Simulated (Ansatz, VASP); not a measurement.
# FeSi2 (Linzhiite): VASP beside Ansatz, part 2 of 2

One calculation is typed for both programs; each brings its own data sets. How far apart do they land? The cell is taken from a series of runs on this material, whose earlier steps may have relaxed, scaled, displaced or heated it; both programs get it as it stands.

VASP 6.6.1 and Ansatz 0.2.0.

So far: Set-up; Ansatz: zone-centre phonons, PBEsol.

## (3) VASP: zone-centre phonons, PBEsol

Level of this step: PBEsol, no spin polarisation; plane waves and PAW (Si, Fe) (VASP).

The same cell, functional, mesh and smearing now go to VASP, with its own data sets.

Lines of VASP's logs that name or quote its potential files are left out, and so is its time.

Contents of INCAR:

```
SYSTEM = FeSi2
PREC = Accurate
ENCUT = 600
EDIFF = 1E-08
NELM = 120
ISMEAR = 1
SIGMA = 0.2
LREAL = .FALSE.
ALGO = Normal
GGA = PS
NBANDS = 14
LASPH = .TRUE.
LORBIT = 11
LWAVE = .FALSE.
LCHARG = .FALSE.
ISIF = 2
IBRION = 8
GGA_COMPAT = .FALSE.
KPAR = 2
```

Contents of POSCAR:

```
FeSi2
1.0
    2.7034124144      0.0000000000      0.0000000000
    0.0000000000      2.7034124144      0.0000000000
    0.0000000000      0.0000000000      4.9026718429
Si Fe
2 1
Direct
    0.5000000000      0.5000000000      0.2702157601
    0.5000000000      0.5000000000      0.7297842399
    0.0000000000      0.0000000000      0.0000000000
```

Contents of KPOINTS:

```
Automatic mesh
0
Gamma
16 16 8
0 0 0
```

Potentials, in the order of the species: Si and Fe (PBE family, release 64).

Command:

```sh
$ mpirun -np 2 vasp_std
```

Numbers of over 12 decimals in the logs are rounded to 6 here.

What it wrote:

```text
[banner, memory and clock lines left out]
running    2 mpi-ranks, on    1 nodes
 distrk:  each k-point on    1 cores,    2 groups
 distr:  one band on    1 cores,    1 groups

 POSCAR found type information on POSCAR SiFe
 POSCAR found :  2 types and       3 ions
|                                                                             |
|               ----> ADVICE to this user running VASP <----                  |
|                                                                             |
|     You enforced a specific xc type in the INCAR file but a different       |
|     [... a line on the potential file left out ...]
|     I HOPE YOU KNOW WHAT YOU ARE DOING!                                     |
|                                                                             |

 LDA part: xc-table for (Slater+PW92), standard interpolation
 POSCAR, INCAR and KPOINTS ok, starting setup
 FFT: planning ... GRIDC
 FFT: planning ... GRID_SOFT
 FFT: planning ... GRID
 WAVECAR not read
 entering main loop
       N       E                     dE             d eps       ncg     rms          rms(c)
DAV:   1     0.668353267374E+02    0.66835E+02   -0.78500E+03  6348   0.130E+03
DAV:   2    -0.195358080446E+02   -0.86371E+02   -0.77100E+02  6426   0.232E+02
DAV:   3    -0.236239568075E+02   -0.40881E+01   -0.39304E+01  8584   0.555E+01
DAV:   4    -0.237188485221E+02   -0.94892E-01   -0.94195E-01  7210   0.790E+00
DAV:   5    -0.237213360745E+02   -0.24876E-02   -0.24871E-02  8616   0.137E+00    0.185E+01
DAV:   6    -0.271912984535E+02   -0.34700E+01   -0.20884E+01  8156   0.111E+02    0.206E+01
DAV:   7    -0.220100151507E+02    0.51813E+01   -0.16560E+01  8366   0.981E+01    0.537E+00
DAV:   8    -0.218968196387E+02    0.11320E+00   -0.74811E-01  8292   0.860E+00    0.191E+00
DAV:   9    -0.218633485880E+02    0.33471E-01   -0.70989E-02  8590   0.548E+00    0.735E-01
DAV:  10    -0.218615251658E+02    0.18234E-02   -0.47959E-03  8126   0.660E-01    0.138E-01
DAV:  11    -0.218614799240E+02    0.45242E-04   -0.16935E-04  9466   0.223E-01    0.790E-02
DAV:  12    -0.218614729594E+02    0.69646E-05   -0.34033E-05  8666   0.690E-02    0.223E-02
DAV:  13    -0.218614717679E+02    0.11915E-05   -0.35735E-06  8132   0.241E-02    0.554E-03
DAV:  14    -0.218614718242E+02   -0.56267E-07   -0.19366E-07  7728   0.288E-03    0.288E-03
DAV:  15    -0.218614718966E+02   -0.72362E-07   -0.26552E-08  7368   0.274E-03    0.107E-03
DAV:  16    -0.218614719009E+02   -0.43369E-08   -0.21993E-09  4230   0.525E-04
   1 F= -.21861472E+02 E0= -.21862182E+02  d E =0.213016E-02
 Linear response reoptimize wavefunctions to high precision
DAV:   1    -0.218614718999E+02    0.98657E-09   -0.76279E-10  5706   0.225E-04
DAV:   2    -0.218614718999E+02   -0.33538E-10   -0.13354E-10  3978   0.131E-04
 Linear response DOF=           4
 Linear response progress:
  Degree of freedom:   1/  4
       N       E                     dE             d eps       ncg     rms          rms(c)
RMM:   1    -0.128300384642E-01   -0.12830E-01    0.40418E-04 36298   0.913E-01
RMM:   2    -0.119636268187E-01    0.86641E-03   -0.44873E-04 22153   0.418E-01    0.736E-02
RMM:   3    -0.120423881305E-01   -0.78761E-04   -0.27524E-04 26925   0.132E-01    0.404E-02
RMM:   4    -0.121626824514E-01   -0.12029E-03   -0.38536E-05 25356   0.555E-02    0.633E-03
RMM:   5    -0.121616027999E-01    0.10797E-05   -0.66393E-06 28437   0.174E-02    0.350E-03
RMM:   6    -0.121394650904E-01    0.22138E-04   -0.11169E-06 26891   0.811E-03    0.122E-03
RMM:   7    -0.121473498687E-01   -0.78848E-05   -0.73725E-08 25856   0.331E-03    0.313E-04
RMM:   8    -0.121472931582E-01    0.56710E-07   -0.40997E-08 26948   0.107E-03    0.235E-04
RMM:   9    -0.121469687701E-01    0.32439E-06    0.78308E-09 27102   0.358E-04    0.317E-05
RMM:  10    -0.121469370979E-01    0.31672E-07    0.22834E-11 28881   0.928E-05    0.152E-05
RMM:  11    -0.121470183512E-01   -0.81253E-07   -0.29585E-10 28410   0.328E-05    0.500E-06
RMM:  12    -0.121469899635E-01    0.28388E-07   -0.23729E-10 27837   0.169E-05    0.176E-06
RMM:  13    -0.121469868446E-01    0.31190E-08   -0.81476E-11 29079   0.961E-06    0.424E-07
 first order change of Fermi-energy   0.11029E-04
 force on displaced ion       1 direction 1 :  -5.391   0.000  -0.001
 Linear response progress:
  Degree of freedom:   2/  4
       N       E                     dE             d eps       ncg     rms          rms(c)
RMM:   1    -0.326514633640E-01   -0.32651E-01    0.10884E-01 14551   0.168E+00
RMM:   2    -0.305629010544E-01    0.20886E-02   -0.15896E-03  8678   0.677E-01    0.207E-01
RMM:   3    -0.312769843504E-01   -0.71408E-03   -0.21393E-03  7981   0.572E-01    0.282E-01
RMM:   4    -0.306041354222E-01    0.67285E-03   -0.10426E-03  7486   0.423E-01    0.863E-02
RMM:   5    -0.307245395318E-01   -0.12040E-03   -0.19981E-04 10242   0.983E-02    0.244E-02
RMM:   6    -0.307396169191E-01   -0.15077E-04   -0.17717E-05  9132   0.387E-02    0.119E-02
RMM:   7    -0.307478309296E-01   -0.82140E-05   -0.26027E-06  9143   0.202E-02    0.194E-03
RMM:   8    -0.307493366337E-01   -0.15057E-05   -0.66102E-07 10795   0.660E-03    0.919E-04
RMM:   9    -0.307481928284E-01    0.11438E-05   -0.91846E-08 10146   0.217E-03    0.478E-04
RMM:  10    -0.307488430387E-01   -0.65021E-06    0.63052E-08  9410   0.119E-03    0.748E-05
RMM:  11    -0.307487768284E-01    0.66210E-07   -0.59356E-09 10772   0.373E-04    0.417E-05
RMM:  12    -0.307487388126E-01    0.38016E-07   -0.48409E-09 10781   0.932E-05    0.162E-05
RMM:  13    -0.307487188427E-01    0.19970E-07   -0.29153E-09 10077   0.418E-05    0.430E-06
RMM:  14    -0.307487174179E-01    0.14249E-08   -0.60864E-10 11113   0.183E-05    0.930E-07
 first order change of Fermi-energy   0.91441E-01
 force on displaced ion       1 direction 3 :  -0.000   0.000 -24.660
 Linear response progress:
  Degree of freedom:   3/  4
       N       E                     dE             d eps       ncg     rms          rms(c)
RMM:   1    -0.164928922561E+00   -0.16493E+00   -0.87571E-02 18673   0.257E+00
RMM:   2    -0.164342196139E+00    0.58673E-03   -0.20636E-03 15335   0.558E-01    0.203E-01
RMM:   3    -0.164167298135E+00    0.17490E-03   -0.39608E-04 17841   0.138E-01    0.121E-01
RMM:   4    -0.164610492999E+00   -0.44319E-03   -0.35249E-04 18292   0.133E-01    0.987E-03
RMM:   5    -0.164552019569E+00    0.58473E-04   -0.92510E-06 18335   0.260E-02    0.694E-03
RMM:   6    -0.164547430496E+00    0.45891E-05   -0.13492E-06 15293   0.147E-02    0.579E-03
RMM:   7    -0.164542807492E+00    0.46230E-05   -0.34853E-07 15149   0.829E-03    0.857E-04
RMM:   8    -0.164536522306E+00    0.62852E-05   -0.11407E-07 18952   0.231E-03    0.352E-04
RMM:   9    -0.164535067966E+00    0.14543E-05   -0.11223E-08 17625   0.822E-04    0.963E-05
RMM:  10    -0.164534485607E+00    0.58236E-06   -0.16492E-09 19249   0.253E-04    0.483E-05
RMM:  11    -0.164534465139E+00    0.20467E-07   -0.53325E-10 18731   0.942E-05    0.147E-05
RMM:  12    -0.164534472727E+00   -0.75878E-08   -0.42927E-10 19121   0.431E-05    0.410E-06
 first order change of Fermi-energy   0.64607E-03
 force on displaced ion       3 direction 1 : -10.467   0.000   0.000
 Linear response progress:
  Degree of freedom:   4/  4
       N       E                     dE             d eps       ncg     rms          rms(c)
RMM:   1    -0.188210120756E+00   -0.18821E+00   -0.10519E-01 11298   0.239E+00
RMM:   2    -0.181567031265E+00    0.66431E-02   -0.21913E-03  8025   0.754E-01    0.240E-01
RMM:   3    -0.180629487369E+00    0.93754E-03   -0.16974E-03  9870   0.282E-01    0.130E-01
RMM:   4    -0.180748046687E+00   -0.11856E-03   -0.39876E-04 10105   0.118E-01    0.580E-02
RMM:   5    -0.181007477332E+00   -0.25943E-03   -0.11235E-04  9726   0.861E-02    0.111E-02
RMM:   6    -0.181022623408E+00   -0.15146E-04   -0.69031E-06  8368   0.312E-02    0.904E-03
RMM:   7    -0.181029568774E+00   -0.69454E-05   -0.20065E-06  8621   0.157E-02    0.293E-03
RMM:   8    -0.181013422080E+00    0.16147E-04   -0.71240E-07 10079   0.572E-03    0.692E-04
RMM:   9    -0.181011216585E+00    0.22055E-05   -0.99734E-08 10029   0.224E-03    0.634E-04
RMM:  10    -0.181010294973E+00    0.92161E-06   -0.11461E-08 10629   0.588E-04    0.403E-04
RMM:  11    -0.181010154640E+00    0.14033E-06   -0.82357E-09 10432   0.484E-04    0.763E-05
RMM:  12    -0.181010331633E+00   -0.17699E-06   -0.33778E-09 10639   0.180E-04    0.313E-05
RMM:  13    -0.181010350870E+00   -0.19236E-07   -0.10107E-09 10423   0.757E-05    0.138E-05
RMM:  14    -0.181010377323E+00   -0.26453E-07   -0.12774E-09 10991   0.277E-05    0.476E-06
RMM:  15    -0.181010384417E+00   -0.70943E-08   -0.12515E-09 10517   0.243E-05    0.111E-06
 first order change of Fermi-energy   0.30412E-02
 force on displaced ion       3 direction 3 :   0.000  -0.000 -15.988
 Linear response finished
```

From OUTCAR (step 3):

```text
ion  position               nearest neighbor table
   1  0.500  0.500  0.270-   2 2.25   3 2.33   3 2.33   3 2.33   3 2.33   2 2.65
   2  0.500  0.500  0.730-   1 2.25   3 2.33   3 2.33   3 2.33   3 2.33   1 2.65
   3  0.000  0.000  0.000-   1 2.33   2 2.33   1 2.33   2 2.33   1 2.33   2 2.33   1 2.33   2 2.33

  LATTYP: Found a simple tetragonal cell.
 ALAT       =     2.7034124144
 C/A-ratio  =     1.8135123656

 Subroutine GETGRP returns: Found 16 space group operations
 (whereof 16 operations were pure point group operations)

The static configuration has the point symmetry D_4h.

 Found    225 irreducible k-points:

   k-points           NKPTS =    225   k-points in BZ     NKDIM =    225   number of bands    NBANDS=     14

   dimension x,y,z NGX =    24 NGY =   24 NGZ =   40
   dimension x,y,z NGXF=    48 NGYF=   48 NGZF=   80

   ENCUT  =  600.0 eV  44.10 Ry    6.64 a.u.   5.40  5.40  9.79*2*pi/ulx,y,z

   NELECT =      16.0000    total number of electrons

 k-points in reciprocal lattice and weights: Automatic mesh
   0.00000000  0.00000000  0.00000000       0.000
   0.06250000  0.00000000  0.00000000       0.002
   0.12500000  0.00000000  0.00000000       0.002
   0.18750000  0.00000000  0.00000000       0.002
   0.25000000  0.00000000  0.00000000       0.002
   0.31250000  0.00000000  0.00000000       0.002
   0.37500000  0.00000000  0.00000000       0.002
   0.43750000  0.00000000  0.00000000       0.002
   0.50000000  0.00000000  0.00000000       0.001
[...]
0.50000000  0.43750000  0.50000000       0.002
   0.50000000  0.50000000  0.50000000       0.000

 average (electrostatic) potential at core
       1 -79.2589       2 -79.2589       3 -39.0352

  Total        0.1032165      0.1032165      4.4288523     -0.0000000      0.0000000     -0.0000000
  in kB        4.6153259      4.6153259    198.0360935     -0.0000000      0.0000000     -0.0000000
  external PRESSURE =      69.0889151 kB  Pullay stress =       0.0000000 kB

  energy-cutoff  :      600.00
  volume of cell :       35.83
      direct lattice vectors                 reciprocal lattice vectors
     2.703412414  0.000000000  0.000000000     0.369902866  0.000000000  0.000000000
     0.000000000  2.703412414  0.000000000     0.000000000  0.369902866  0.000000000
     0.000000000  0.000000000  4.902671843     0.000000000  0.000000000  0.203970413

 POSITION                                       TOTAL-FORCE (eV/Angst)
 -----------------------------------------------------------------------------------
      1.35171      1.35171      1.32478         0.000000     -0.000000      0.016797
      1.35171      1.35171      3.57789        -0.000000      0.000000     -0.016797
      0.00000      0.00000      0.00000        -0.000000     -0.000000      0.000000
 -----------------------------------------------------------------------------------
    total drift:                               -0.000000      0.000000      0.000000

 Eigenvectors and eigenvalues of the dynamical matrix
 ----------------------------------------------------

   1 f  =   18.964628 THz   119.158273 2PiTHz  632.591901 cm-1    78.431364 meV
             X         Y         Z           dx          dy          dz
      1.351706  1.351706  1.324779     0.000000    0.000000   -0.707107
      1.351706  1.351706  3.577893    -0.000000    0.000000    0.707107
      0.000000  0.000000  0.000000    -0.000000    0.000000   -0.000000

   2 f  =   11.810731 THz    74.209013 2PiTHz  393.963589 cm-1    48.845238 meV
             X         Y         Z           dx          dy          dz
      1.351706  1.351706  1.324779    -0.000000   -0.000000    0.499212
      1.351706  1.351706  3.577893    -0.000000   -0.000000    0.499212
      0.000000  0.000000  0.000000     0.000000    0.000000   -0.708220

   3 f  =    9.556165 THz    60.043153 2PiTHz  318.759339 cm-1    39.521103 meV
             X         Y         Z           dx          dy          dz
      1.351706  1.351706  1.324779     0.210332    0.452735    0.000000
      1.351706  1.351706  3.577893     0.210332    0.452735    0.000000
      0.000000  0.000000  0.000000    -0.298397   -0.642294   -0.000000

   4 f  =    9.556165 THz    60.043153 2PiTHz  318.759339 cm-1    39.521103 meV
             X         Y         Z           dx          dy          dz
      1.351706  1.351706  1.324779     0.452735   -0.210332    0.000000
      1.351706  1.351706  3.577893     0.452735   -0.210332   -0.000000
      0.000000  0.000000  0.000000    -0.642294    0.298397    0.000000

   5 f  =    6.950390 THz    43.670585 2PiTHz  231.840040 cm-1    28.744489 meV
             X         Y         Z           dx          dy          dz
      1.351706  1.351706  1.324779     0.648030    0.282943   -0.000000
      1.351706  1.351706  3.577893    -0.648030   -0.282943    0.000000
      0.000000  0.000000  0.000000    -0.000000    0.000000    0.000000

   6 f  =    6.950390 THz    43.670585 2PiTHz  231.840040 cm-1    28.744489 meV
             X         Y         Z           dx          dy          dz
      1.351706  1.351706  1.324779     0.282943   -0.648030    0.000000
      1.351706  1.351706  3.577893    -0.282943    0.648030   -0.000000
      0.000000  0.000000  0.000000     0.000000   -0.000000   -0.000000

   7 f/i=    0.001350 THz     0.008482 2PiTHz    0.045029 cm-1     0.005583 meV
             X         Y         Z           dx          dy          dz
      1.351706  1.351706  1.324779    -0.495564    0.072167    0.000000
      1.351706  1.351706  3.577893    -0.495564    0.072167    0.000000
      0.000000  0.000000  0.000000    -0.698618    0.101737    0.000000

   8 f/i=    0.001350 THz     0.008482 2PiTHz    0.045029 cm-1     0.005583 meV
             X         Y         Z           dx          dy          dz
      1.351706  1.351706  1.324779     0.072167    0.495564    0.000000
      1.351706  1.351706  3.577893     0.072167    0.495564    0.000000
      0.000000  0.000000  0.000000     0.101737    0.698618    0.000000

   9 f/i=    0.001582 THz     0.009943 2PiTHz    0.052785 cm-1     0.006544 meV
             X         Y         Z           dx          dy          dz
      1.351706  1.351706  1.324779     0.000000    0.000000   -0.500787
      1.351706  1.351706  3.577893     0.000000    0.000000   -0.500787
      0.000000  0.000000  0.000000     0.000000    0.000000   -0.705992

 ELASTIC MODULI CONTR FROM IONIC RELAXATION (kBar)
 Direction    XX          YY          ZZ          XY          YZ          ZX
 --------------------------------------------------------------------------------
 XX        -175.7603   -175.7603    114.4779      0.0000      0.0000      0.0000
 YY        -175.7603   -175.7603    114.4779      0.0000      0.0000      0.0000
 ZZ         114.4779    114.4779    -74.5628      0.0000     -0.0000     -0.0000
 XY           0.0000      0.0000      0.0000      0.0000      0.0000      0.0000
 YZ           0.0000      0.0000     -0.0000      0.0000   -836.1390      0.0000
 ZX           0.0000      0.0000     -0.0000      0.0000      0.0000   -664.0169
 --------------------------------------------------------------------------------
```

This run has no spin polarisation, so a moment on Fe, if there is one, isn't seen.

## (4) Comparison

Known differences besides the potentials themselves: the data sets hold 24 valence electrons in Ansatz (on its PAW soft_1 files) and 16 in VASP; the cutoff is 420 eV in Ansatz and 600 eV in VASP; Ansatz makes its cores anew for this functional, VASP keeps those of its PBE data sets. Total energies have different zeros and are not compared.

Compared:

```csv
quantity,Ansatz,VASP,difference
optical mode 1 to 2 (cm⁻¹),230.1,231.8,-0.75 %
optical mode 3 to 4 (cm⁻¹),313.8,318.8,-1.57 %
optical mode 5 (cm⁻¹),391.2,394.0,-0.71 %
optical mode 6 (cm⁻¹),631.7,632.6,-0.14 %
```

Modes are paired by rising frequency, not by their patterns, so a pair may set unlike modes beside each other; they are those without the splitting of longitudinal modes.

## (5) Results

```yaml
r_m_s_difference_of_the_optical_zone_centre_modes_each_program_s_sorted_by_frequency_zone_centre_phonons_pbesol: 3.3 cm⁻¹
difference_in_optical_mode_3_to_4_zone_centre_phonons_pbesol: -1.6 %
```

What this shows: The r.m.s. difference of the optical zone-centre modes, each program's sorted by frequency is 3.3 cm⁻¹ (zone-centre phonons, PBEsol). The data sets hold unlike numbers of valence electrons (24 in Ansatz and 16 in VASP), so part of the differences comes from the potentials. Among the rows given in per cent, the largest difference of the zone-centre phonons, PBEsol pair is in optical mode 3 to 4, -1.6 %. Such differences can come from data sets, numerical settings and the points named under the comparisons, not from the functional's error against experiment.

[Lines on the potential files, build, host, timing and source positions are cut from VASP's logs without a mark.]

[Logs are printed without paths, hosts, clocks, repeated set-up lines and the standing remarks that a program may print on its own settings, such as how far it seeks lower states.]

[Hosts, paths, dates, database ids (printed as entryN), source tags and the programs' standing remarks are cut or masked in the printed files.]
